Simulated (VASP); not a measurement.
Crystal: Sn.

```xyz
2
Lattice="0.0000 3.2333 3.2333 3.2333 0.0000 3.2333 3.2333 3.2333 0.0000" Properties=species:S:1:pos:R:3 pbc="T T T"
Sn    0.0000    0.0000    0.0000
Sn    1.6167    1.6167    1.6167
```

This isn't the form of Sn at room conditions, which is tetragonal (white tin).

* Program: VASP 6.6.1
* Task: relaxation of cell and atoms
* Functional: PBEsol
* Potentials or basis: VASP PAW PBE potentials, release 64 (Sn_d)
* Cutoff: 600 eV
* k mesh: 10 × 10 × 10
* Occupations: gaussian, width 0.03 eV
* Spin: no spin polarisation

At the start: pressure 1.5 GPa; volume 33.80 Å³/atom.

Question: Where does the relaxation end?

Answer: Over 3 steps the energy falls by 4.9 meV/atom and the volume is 34.92 Å³/atom (+3.3 %); space group Fd-3m (No. 227, to 0.05 Å).

Step by step:
```csv
step,energy change (eV),largest force (eV/Å),pressure (GPa),volume (Å³)
1,0.0000,0.0000,1.47,67.61
2,-0.0086,0.0000,-0.46,70.69
3,-0.0099,0.0000,0.00,69.84
```

Final structure:
```cif
data_structure
_symmetry_space_group_name_H-M 'P 1'
_symmetry_Int_Tables_number 1
_cell_length_a 4.6225
_cell_length_b 4.6225
_cell_length_c 4.6225
_cell_angle_alpha 60.000
_cell_angle_beta 60.000
_cell_angle_gamma 60.000
_cell_volume 69.84
loop_
_atom_site_label
_atom_site_type_symbol
_atom_site_fract_x
_atom_site_fract_y
_atom_site_fract_z
_atom_site_occupancy
Sn1 Sn 0.00000 0.00000 0.00000 1
Sn2 Sn 0.25000 0.25000 0.25000 1
```

Caveat: the PAW data sets were made with another functional, which shifts forces and pressure a little.
